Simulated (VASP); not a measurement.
Given:

```
CELL_PARAMETERS angstrom
      0.00000     3.13707     3.13707
      3.13707     0.00000     3.13707
      3.13707     3.13707     0.00000
ATOMIC_POSITIONS crystal
  Sn 0.00000 0.00000 0.00000
  Te 0.50000 0.50000 0.50000
```

All values below come from PBE GGA, VASP's PBE PAW potentials (set 64) (plane waves; VASP 6.6.1). Numerical set-up: 300 eV cut-off, 5×5×5 Γ-centred mesh, Gaussian smearing of 0.20 eV, potentials Sn_d Te.

At this cut-off the stress carries a Pulay error, which pulls relaxed volumes low. Energy and stress use the plane-wave basis of the starting cell.

**Question.** The ions, cell shape and volume are relaxed. Which structure does the run end with?

**Answer.** 
```
CELL_PARAMETERS angstrom
      0.00000     3.20108     3.20108
      3.20108     0.00000     3.20108
      3.20108     3.20108     0.00000
ATOMIC_POSITIONS crystal
  Sn 0.00000 0.00000 0.00000
  Te 0.50000 0.50000 0.50000
```
Space group Fm-3m (225), at a tolerance of 0.03 Å.

**Question.** How do energy and volume change from the first to the last step?

**Answer.** The energy (σ→0) changes by -15.2 meV/atom and the volume by +6.2 %, in 3 ionic steps.

```json
[
 {"step": "1", "E(σ→0) (eV)": "-7.5329", "max force (eV/Å)": "0.000", "pressure (GPa)": "2.66", "volume (Å³)": "61.75"},
 {"step": "2", "E(σ→0) (eV)": "-7.5620", "max force (eV/Å)": "0.000", "pressure (GPa)": "-0.46", "volume (Å³)": "66.45"},
 {"step": "3", "E(σ→0) (eV)": "-7.5634", "max force (eV/Å)": "0.000", "pressure (GPa)": "-0.02", "volume (Å³)": "65.60"}
]
```

The structure comes from a computed database's SnTe entry; how it stands against other phases isn't given here. This run relaxes it. Symmetry was kept, so distortions that lower it aren't found. The run is one of a series of settings (EDIFFG = -0.01, IBRION = 2, ISIF = 3, NSW = 50 against the base run), some of them coarse on purpose.
